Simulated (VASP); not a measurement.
# NiMoIrPdW (P3m1) in VASP: settings compared

One crystal, NiMoIrPdW, is run at these levels: RPBE, revPBE, BLYP; tasks: relaxation of cell and atoms.

All numbers are computed with VASP 6.6.1; they aren't measurements. Logs are shortened: lines on timing, memory, paths and dates and some standing lists are left out, and cuts for length are marked.

## 1. Starting point

It takes space group P3m1 (No. 156, trigonal). The conventional cell has a = 4.147 Å, b = 4.147 Å, c = 5.416 Å, α = 90.00°, β = 90.00°, γ = 120.00°. Ni (site symmetry 3m) has 3 W at 2.40 Å and 3 Ir at 2.71 Å as nearest neighbours. Mo (site symmetry 3m) is surrounded by 1 W at 2.49 Å and 3 Ir at 2.64 Å and 3 Pd at 2.85 Å. Around Pd (site symmetry 3m) lie 2 Ir at 2.65 to 2.76 Å and 3 W at 2.76 Å and 3 Ni at 2.82 Å and 3 Mo at 2.85 Å. Ir (site symmetry 3m) is surrounded by 3 Mo at 2.64 Å and 2 Pd at 2.65 to 2.76 Å and 3 Ni at 2.71 Å and 3 W at 2.77 Å. W (site symmetry 3m) is surrounded by 3 Ni at 2.40 Å and 1 Mo at 2.49 Å.

The cell was built by a generator and needn't be a form met in nature.

## 2. Relaxation of cell and atoms, RPBE, collinear spin, ferromagnetic start

INCAR

```
SYSTEM = NiMoIrPdW
PREC = Accurate
ENCUT = 600
EDIFF = 1E-6
ISMEAR = -1
SIGMA = 0.05
LREAL = .FALSE.
LASPH = .TRUE.
NELM = 100
ALGO = Normal
ISIF = 3
LWAVE = .FALSE.
LCHARG = .FALSE.
ISPIN = 2
MAGMOM = 1 1 0 0.6 0
LORBIT = 11
LMAXMIX = 4
GGA = RP
IBRION = 2
NSW = 60
EDIFFG = -0.02
KPAR = 4
```

KPOINTS

```
Automatic mesh
0
G
  7 7 5
  0 0 0
```

POSCAR

```
NiMoIrPdW
1.0
    4.1467000000      0.0000000000      0.0000000000
   -2.0733500000      3.5911500000      0.0000000000
    0.0000000000      0.0000000000      5.4162900000
Ni Mo Pd Ir W
1 1 1 1 1
Direct
    0.0000000000      0.0000000000      0.0222100000
    0.6666700000      0.3333300000      0.4599600000
    0.3333300000      0.6666700000      0.7460100000
    0.3333300000      0.6666700000      0.2564100000
    0.6666700000      0.3333300000      0.9998500000
```

Potentials or basis: VASP PAW PBE potentials, release 64 (Ni, Mo_sv, Pd, Ir, W_sv).

Run with:

```sh
cat potpaw_PBE.64/Ni/POTCAR potpaw_PBE.64/Mo_sv/POTCAR potpaw_PBE.64/Pd/POTCAR potpaw_PBE.64/Ir/POTCAR potpaw_PBE.64/W_sv/POTCAR > POTCAR
mpirun -np 4 vasp_std > vasp.out
```

OUTCAR:

```text
SYSTEM = NiMoIrPdW
   PREC = Accurate
   ENCUT = 600
   EDIFF = 1E-6
   ISMEAR = -1
   LREAL = .FALSE.
   LASPH = .TRUE.
   NELM = 100
   ISIF = 3
   ISPIN = 2
   LORBIT = 11
   GGA = RP
   IBRION = 2
   NSW = 60
   EDIFFG = -0.02

 ion  position               nearest neighbor table
   1  0.000  0.000  0.022-   5 2.40   5 2.40   5 2.40   4 2.71   4 2.71   4 2.71   3 2.82   3 2.82
                             3 2.82
   2  0.667  0.333  0.460-   5 2.49   4 2.64   4 2.64   4 2.64   3 2.85   3 2.85   3 2.85   5 2.92

   3  0.333  0.667  0.746-   4 2.65   5 2.76   5 2.76   5 2.76   4 2.76   1 2.82   1 2.82   1 2.82
                             2 2.85   2 2.85   2 2.85
   4  0.333  0.667  0.256-   2 2.64   2 2.64   2 2.64   3 2.65   1 2.71   1 2.71   1 2.71   3 2.76
                             5 2.77   5 2.77   5 2.77
   5  0.667  0.333  1.000-   1 2.40   1 2.40   1 2.40   2 2.49   3 2.76   3 2.76   3 2.76   4 2.77
                             4 2.77   4 2.77   2 2.92

  LATTYP: Found a hexagonal cell.
 ALAT       =     4.1467000000
 C/A-ratio  =     1.3061687607

  Lattice vectors:

 A1 = (   4.1467000000,   0.0000000000,   0.0000000000)
 A2 = (  -2.0733500000,   3.5911500000,   0.0000000000)
 A3 = (   0.0000000000,   0.0000000000,   5.4162900000)

Analysis of symmetry for initial positions (statically):
=====================================================================
 Subroutine PRICEL returns:
 Original cell was already a primitive cell.

 Routine SETGRP: Setting up the symmetry group for a
 hexagonal supercell.

 Subroutine GETGRP returns: Found  2 space group operations
 (whereof  2 operations were pure point group operations)
 out of a pool of 24 trial point group operations.

The static configuration has the point symmetry C_1h.

Analysis of symmetry for dynamics (positions and initial velocities):
=====================================================================
 Subroutine PRICEL returns:
 Original cell was already a primitive cell.

 Routine SETGRP: Setting up the symmetry group for a
 hexagonal supercell.

 Subroutine GETGRP returns: Found  2 space group operations
 (whereof  2 operations were pure point group operations)
 out of a pool of 24 trial point group operations.

The dynamic configuration has the point symmetry C_1h.

Analysis of structural, dynamic, and magnetic symmetry:
=====================================================================
 Subroutine PRICEL returns:
 Original cell was already a primitive cell.

 Routine SETGRP: Setting up the symmetry group for a
 hexagonal supercell.

 Subroutine GETGRP returns: Found  2 space group operations
 (whereof  2 operations were pure point group operations)
 out of a pool of 24 trial point group operations.

The overall configuration has the point symmetry C_1h.

 Subroutine INISYM returns: Found  2 space group operations
 (whereof  2 operations are pure point group operations),
 and found     1 'primitive' translations

----------------------------------------------------------------------------------------

                                     Primitive cell

  volume of cell :      80.6563

  direct lattice vectors                    reciprocal lattice vectors
     4.146700000  0.000000000  0.000000000     0.241155618  0.139231166  0.000000000
    -2.073350000  3.591150000  0.000000000     0.000000000  0.278462331  0.000000000
     0.000000000  0.000000000  5.416290000     0.000000000  0.000000000  0.184628223

  length of vectors
     4.146700000  4.146702129  5.416290000     0.278462474  0.278462331  0.184628223

  position of ions in fractional coordinates (direct lattice)
     0.000000000  0.000000000  0.022210000
     0.666670000  0.333330000  0.459960000
     0.333330000  0.666670000  0.746010000
     0.333330000  0.666670000  0.256410000
     0.666670000  0.333330000  0.999850000

  ion indices of the primitive-cell ions
   primitive index   ion index
                 1           1
                 2           2
                 3           3
                 4           4
[... 42 lines left out ...]
   LEPSILON=     F    determine dielectric tensor
   LRPA    =     F    only Hartree local field effects (RPA)
 conjugate gradient relaxation of ions
 spin polarized calculation
  energy-cutoff  :      600.00
  volume of cell :       80.66
 maximum number of plane-waves:      2710
 NGX is ok and might be reduce to    36
   NGX = 17   NGY = 17   NGZ = 21

--------------------------------------- Ionic step        1  -------------------------------------------

 number of electron      56.9999999 magnetization      -0.0199408

 number of electron      56.9999999 magnetization       0.0000492

 Free energy of the ion-electron system (eV)
  ---------------------------------------------------
  ext. energy  EPLUGINS =         0.00000000
  ---------------------------------------------------
  free energy    TOTEN  =       -39.69483696 eV

  energy without entropy =      -39.67449775  energy(sigma->0) =      -39.68466735

------------------------ aborting loop because EDIFF is reached ----------------------------------------

  FORCE on cell =-STRESS in cart. coord.  units (eV):
  Direction    XX          YY          ZZ          XY          YZ          ZX
  --------------------------------------------------------------------------------------
  -------------------------------------------------------------------------------------
  Total        1.9560883      1.9562923      1.8257508      0.0001743      0.0000243     -0.0000421
  in kB       38.8562581     38.8603094     36.2671989      0.0034625      0.0004830     -0.0008360
  external PRESSURE =      37.9945888 kB  Pullay stress =       0.0000000 kB
[... 102 lines left out ...]
  FREE ENERGIE OF THE ION-ELECTRON SYSTEM (eV)
  ---------------------------------------------------
  free  energy   TOTEN  =       -39.7115232944 eV

  energy  without entropy=      -39.6905941559  energy(sigma->0) =      -39.70105873

[... ionic steps 4 to 14 ...]

--------------------------------------- Ionic step       15  -------------------------------------------

 number of electron      56.9999998 magnetization       0.0000000

 number of electron      56.9999998 magnetization      -0.0000000
[... 79 lines left out ...]
 number of electron      57.0000002 magnetization      -0.0000000

 number of electron      57.0000002 magnetization       0.0000000

 Free energy of the ion-electron system (eV)
  ---------------------------------------------------
  ext. energy  EPLUGINS =         0.00000000
  ---------------------------------------------------
  free energy    TOTEN  =       -39.71279660 eV

  energy without entropy =      -39.69363286  energy(sigma->0) =      -39.70321473

 E-fermi :   8.9786     XC(G=0): -12.4095

 val. band max:        8.9196144871   @ k =   0.4286   0.0000   0.2000
 cond. band min:       9.0464189579   @ k =   0.2857   0.0000   0.4000
 fundamental gap:      0.1268044708
 Fermi energy:         8.9786023099

 spin component 1

 k-point     1 :       0.0000    0.0000    0.0000
  band No.  band energies     occupation
      1     -65.3411      1.00000
      2     -52.1717      1.00000
      3     -29.6569      1.00000
      4     -29.5517      1.00000
      5     -29.5517      1.00000
      6     -26.2775      1.00000
[... 901 lines left out ...]
     34      11.3265      0.00000
     35      11.4116      0.00000

 [... further k-points ...]

 spin component 2

 k-point     1 :       0.0000    0.0000    0.0000
  band No.  band energies     occupation
      1     -65.3411      1.00000
      2     -52.1717      1.00000
      3     -29.6569      1.00000
      4     -29.5517      1.00000
      5     -29.5517      1.00000
      6     -26.2775      1.00000
[... 935 lines left out ...]
  FREE ENERGIE OF THE ION-ELECTRON SYSTEM (eV)
  ---------------------------------------------------
  free  energy   TOTEN  =       -39.7127966049 eV

  energy  without entropy=      -39.6936328586  energy(sigma->0) =      -39.70321473

 reached required accuracy - stopping structural energy minimisation

 total charge

# of ion       s       p       d       tot
------------------------------------------
    1        0.520   0.513   8.368   9.401
    2        2.345   6.128   3.865  12.337
    3        0.571   0.561   8.413   9.545
    4        0.741   0.694   6.954   8.389
    5        2.434   6.294   3.299  12.028
--------------------------------------------------
tot          6.611  14.189  30.899  51.699

 magnetization (x)

# of ion       s       p       d       tot
------------------------------------------
    1       -0.000  -0.000   0.000   0.000
    2       -0.000   0.000   0.000   0.000
    3        0.000  -0.000  -0.000  -0.000
    4       -0.000  -0.000  -0.000  -0.000
    5       -0.000  -0.000   0.000   0.000
--------------------------------------------------
tot         -0.000  -0.000   0.000   0.000
```

Wall time 21 min (4 MPI ranks of Intel Xeon Platinum 8488C (Sapphire Rapids), shared host); peak memory 0.65 GiB.

What came out:

* Free energy: -39.7128 eV
* Relaxed volume: 16.43 Å³/atom
* Relaxed cell: a = 4.173 Å, b = 4.173 Å, c = 5.448 Å, α = 90.00°, β = 90.00°, γ = 120.00°
* Space group after relaxing (to 0.05 Å): P3m1 (No. 156)
* Energy gained by relaxing: 3.6 meV/atom
* Ionic steps: 17
* Pressure after relaxing: -0.1 GPa
* Largest force after relaxing: 0.015 eV/Å
* Band gap on the k mesh: none (metal or under the smearing width)
* Net moment: 0.00 μB per cell
* Valence electrons inside the program's atomic spheres: Ni 9.40; Mo 12.34; Pd 9.54; Ir 8.39; W 12.03

Forces in eV/Å, atoms in the order of the input:
```
Ni   0.000  0.000  0.003
Mo   0.000  0.000 -0.015
Pd   0.000  0.000 -0.007
Ir   0.000  0.000  0.004
W    0.000  0.000  0.015
```

Stress tensor (GPa, compression positive):
```
-0.01  0.00  0.00
 0.00 -0.01  0.00
 0.00  0.00 -0.17
```

The path:
```
step  energy change (eV)  largest force (eV/Å)  pressure (GPa)  volume (Å³)
   1              0.0000                0.2231            3.80        80.66
   2              0.0664                0.5698           -7.69        85.20
   3             -0.0167                0.0519            0.04        82.03
   4             -0.0167                0.0535           -0.07        82.06
   5             -0.0170                0.0483           -0.14        82.11
   6             -0.0170                0.0484           -0.13        82.11
   7             -0.0172                0.0395            0.15        81.99
   8             -0.0172                0.0403            0.14        81.99
   9             -0.0173                0.0308            0.06        82.04
  10             -0.0174                0.0335           -0.03        82.08
  11             -0.0175                0.0360           -0.08        82.10
  12             -0.0175                0.0393           -0.14        82.14
  13             -0.0176                0.0326            0.08        82.04
  14             -0.0176                0.0339            0.11        82.04
  15             -0.0178                0.0222            0.14        82.04
  16             -0.0179                0.0161            0.16        82.05
  17             -0.0180                0.0146           -0.06        82.15
```

Final structure:
```
Ni Mo Pd Ir W
1.0
     4.17261    0.00000   -0.00001
    -2.08631    3.61359    0.00001
    -0.00001    0.00000    5.44835
Ni Mo Pd Ir W
1 1 1 1 1
Direct
  0.00000 0.00000 0.02831
  0.66667 0.33333 0.45758
  0.33333 0.66667 0.74508
  0.33333 0.66667 0.25549
  0.66667 0.33333 0.99798
```

Caveat: the PAW data sets were made with another functional, which shifts forces and pressure a little.

## 3. Relaxation of cell and atoms, revPBE, collinear spin, ferromagnetic start

INCAR: that of step 2 with these lines changed.

```diff
@@ -17,3 +17,3 @@
 LMAXMIX = 4
-GGA = RP
+GGA = RE
 IBRION = 2
```

KPOINTS is that of step 2.

POSCAR is that of step 2.

Potentials or basis: VASP PAW PBE potentials, release 64 (Ni, Mo_sv, Pd, Ir, W_sv).

Run with:

```sh
cat potpaw_PBE.64/Ni/POTCAR potpaw_PBE.64/Mo_sv/POTCAR potpaw_PBE.64/Pd/POTCAR potpaw_PBE.64/Ir/POTCAR potpaw_PBE.64/W_sv/POTCAR > POTCAR
mpirun -np 4 vasp_std > vasp.out
```

Wall time 15 min (4 MPI ranks of Intel Xeon Platinum 8488C (Sapphire Rapids), shared host); peak memory 0.66 GiB.

The run converged. Its results:

* Free energy: -40.2945 eV
* Relaxed volume: 16.32 Å³/atom
* Relaxed cell: a = 4.166 Å, b = 4.166 Å, c = 5.429 Å, α = 90.00°, β = 90.00°, γ = 120.00°
* Space group after relaxing (to 0.05 Å): P3m1 (No. 156)
* Energy gained by relaxing: 1.9 meV/atom
* Ionic steps: 11
* Pressure after relaxing: 0.1 GPa
* Largest force after relaxing: 0.018 eV/Å
* Band gap on the k mesh: none (metal or under the smearing width)
* Net moment: 0.00 μB per cell
* Valence electrons inside the program's atomic spheres: Ni 9.41; Mo 12.34; Pd 9.56; Ir 8.39; W 12.04

Forces in eV/Å, atoms in the order of the input:
```
Ni   0.000  0.000  0.018
Mo   0.000  0.000 -0.012
Pd   0.000  0.000 -0.013
Ir   0.000  0.000  0.014
W    0.000  0.000 -0.007
```

Step by step:
```tsv
step	energy change (eV)	largest force (eV/Å)	pressure (GPa)	volume (Å³)
1	0.0000	0.2143	2.81	80.66
2	0.0392	0.4311	-6.04	84.00
3	-0.0092	0.0513	-0.01	81.65
4	-0.0092	0.0515	-0.07	81.67
5	-0.0095	0.0419	-0.09	81.68
6	-0.0095	0.0392	-0.13	81.68
7	-0.0096	0.0255	0.14	81.56
8	-0.0096	0.0264	0.20	81.57
9	-0.0097	0.0269	0.05	81.61
10	-0.0097	0.0281	-0.06	81.61
11	-0.0097	0.0178	0.12	81.58
```

Final structure:
```cif
data_structure
_symmetry_space_group_name_H-M 'P 1'
_symmetry_Int_Tables_number 1
_cell_length_a 4.1656
_cell_length_b 4.1656
_cell_length_c 5.4286
_cell_angle_alpha 90.000
_cell_angle_beta 90.000
_cell_angle_gamma 120.000
_cell_volume 81.58
loop_
_atom_site_label
_atom_site_type_symbol
_atom_site_fract_x
_atom_site_fract_y
_atom_site_fract_z
_atom_site_occupancy
Ni1 Ni 0.00000 0.00000 0.02392 1
Mo1 Mo 0.66667 0.33333 0.46073 1
Pd1 Pd 0.33333 0.66667 0.74556 1
Ir1 Ir 0.33333 0.66667 0.25507 1
W1 W 0.66667 0.33333 0.99916 1
```

Levels at points of the mesh, in eV from the Fermi level:
Spin up:
```tsv
k point	band 25	band 26	band 27	band 28	band 29	band 30	band 31	band 32
(0.00, 0.00, 0.00)	-1.60	-1.38	-1.38	-0.74	0.77	0.77	1.97	1.97
```
Spin down:
| k point | band 26 | band 27 | band 28 | band 29 | band 30 | band 31 |
| --- | --- | --- | --- | --- | --- | --- |
| (0.00, 0.00, 0.00) | -1.38 | -1.38 | -0.74 | 0.77 | 0.77 | 1.97 |

Caveat: the PAW data sets were made with another functional, which shifts forces and pressure a little. The run has no spin-orbit coupling, so splittings on Ir, W are missing.

## 4. Relaxation of cell and atoms, BLYP, collinear spin, ferromagnetic start

INCAR: that of step 3 with these lines changed.

```diff
@@ -17,3 +17,7 @@
 LMAXMIX = 4
-GGA = RE
+GGA = B5
+ALDAX = 1.0
+AGGAX = 1.0
+AGGAC = 1.0
+ALDAC = 0.0
 IBRION = 2
```

KPOINTS is that of step 3.

POSCAR is that of step 3.

Run with:

```sh
cat potpaw_PBE.64/Ni/POTCAR potpaw_PBE.64/Mo_sv/POTCAR potpaw_PBE.64/Pd/POTCAR potpaw_PBE.64/Ir/POTCAR potpaw_PBE.64/W_sv/POTCAR > POTCAR
mpirun -np 4 vasp_std > vasp.out
```

Wall time 35 min (4 MPI ranks of Intel Xeon Platinum 8488C (Sapphire Rapids), shared host); peak memory 0.67 GiB.

It converged, with:

```yaml
Free_energy: -36.9670 eV
Relaxed_volume: 17.00 Å³/atom
Relaxed_cell: a = 4.209 Å, b = 4.209 Å, c = 5.538 Å, α = 90.00°, β = 90.00°, γ = 120.00°
Space_group_after_relaxing_to_0.05_Å: P3m1 (No. 156)
Energy_gained_by_relaxing: 26.9 meV/atom
Ionic_steps: 26
Pressure_after_relaxing: 0.1 GPa
Largest_force_after_relaxing: 0.016 eV/Å
Band_gap_on_the_k_mesh: none (metal or under the smearing width)
Net_moment: 0.00 μB per cell
Valence_electrons_inside_the_program's_atomic_spheres: Ni 9.41; Mo 12.35; Pd 9.49; Ir 8.36; W 12.01
```

Forces on the atoms (eV/Å):
```
Ni   0.000  0.000  0.002
Mo   0.000  0.000 -0.010
Pd   0.000  0.000  0.016
Ir   0.000  0.000  0.006
W    0.000  0.000 -0.014
```

The path:
| step | energy change (eV) | largest force (eV/Å) | pressure (GPa) | volume (Å³) |
| --- | --- | --- | --- | --- |
| 1 | 0.0000 | 0.3742 | 10.77 | 80.66 |
| 2 | 0.4309 | 1.3619 | -16.37 | 93.99 |
| 3 | -0.1256 | 0.3328 | -0.13 | 84.67 |
| 4 | -0.1258 | 0.3182 | -0.09 | 84.58 |
| 5 | -0.1248 | 0.2529 | 1.01 | 84.15 |
| 6 | -0.1258 | 0.3062 | 0.13 | 84.50 |
| 7 | -0.1304 | 0.1350 | 0.06 | 84.71 |
| 8 | -0.1308 | 0.0538 | 0.07 | 84.80 |
| 9 | -0.1326 | 0.0520 | -0.18 | 84.99 |
| 10 | -0.1326 | 0.0531 | -0.18 | 84.99 |
| 11 | -0.1328 | 0.0676 | 0.30 | 84.80 |
| 12 | -0.1328 | 0.0641 | 0.27 | 84.83 |
| 13 | -0.1330 | 0.0536 | 0.19 | 84.84 |
| 14 | -0.1335 | 0.0501 | 0.22 | 84.86 |
| 15 | -0.1334 | 0.0979 | 0.14 | 84.89 |
| 16 | -0.1336 | 0.0598 | 0.15 | 84.87 |
| 17 | -0.1338 | 0.0468 | -0.06 | 84.98 |
| 18 | -0.1339 | 0.0451 | -0.17 | 85.04 |
| 19 | -0.1341 | 0.0405 | -0.09 | 85.00 |
| 20 | -0.1341 | 0.0326 | 0.09 | 84.95 |
| 21 | -0.1342 | 0.0384 | 0.10 | 84.97 |
| 22 | -0.1343 | 0.0580 | 0.04 | 85.00 |
| 23 | -0.1344 | 0.0385 | -0.12 | 85.05 |
| 24 | -0.1344 | 0.0296 | -0.15 | 85.07 |
| 25 | -0.1345 | 0.0224 | 0.05 | 84.96 |
| 26 | -0.1345 | 0.0161 | 0.06 | 84.99 |

Final structure:
```
Ni Mo Pd Ir W
1.0
     4.20942    0.00000    0.00000
    -2.10471    3.64546    0.00000
     0.00000    0.00000    5.53843
Ni Mo Pd Ir W
1 1 1 1 1
Direct
  0.00000 0.00000 0.02831
  0.66667 0.33333 0.45274
  0.33333 0.66667 0.74493
  0.33333 0.66667 0.25977
  0.66667 0.33333 0.99869
```

Levels at points of the mesh, in eV from the Fermi level:
Spin up:
| k point | band 25 | band 26 | band 27 | band 28 | band 29 | band 30 | band 31 | band 32 |
| --- | --- | --- | --- | --- | --- | --- | --- | --- |
| (0.00, 0.00, 0.00) | -1.53 | -1.36 | -1.36 | -0.77 | 0.67 | 0.67 | 1.82 | 1.82 |
Spin down:
```
           k point  band 25  band 26  band 27  band 28  band 29  band 30  band 31  band 32
(0.00, 0.00, 0.00)    -1.53    -1.36    -1.36    -0.77     0.67     0.67     1.82     1.82
```

Caveat: the PAW data sets were made with another functional, which shifts forces and pressure a little. The run has no spin-orbit coupling, so splittings on Ir, W are missing.

## 5. Summary

```tsv
level	gap on the mesh (eV)	pressure (GPa)	moment (μB)	relaxed volume (Å³/atom)	largest force (eV/Å)
RPBE	none	-0.1	0.00	16.43	0.01
revPBE	none	0.1	0.00	16.32	0.02
BLYP	none	0.1	0.00	17.00	0.02
```

Alike in all rows: task relaxation of cell and atoms; potentials or basis VASP PAW PBE potentials, release 64 (Ni, Mo_sv, Pd, Ir, W_sv); spin collinear, ferromagnetic start; cell relaxed; k mesh 7 × 7 × 5; cutoff (eV) 600; smearing fermi-dirac 0.05 eV.

Caveats: the PAW data sets were made with another functional, which shifts forces and pressure a little.

Absolute energies hang on the potentials; compare differences alone.
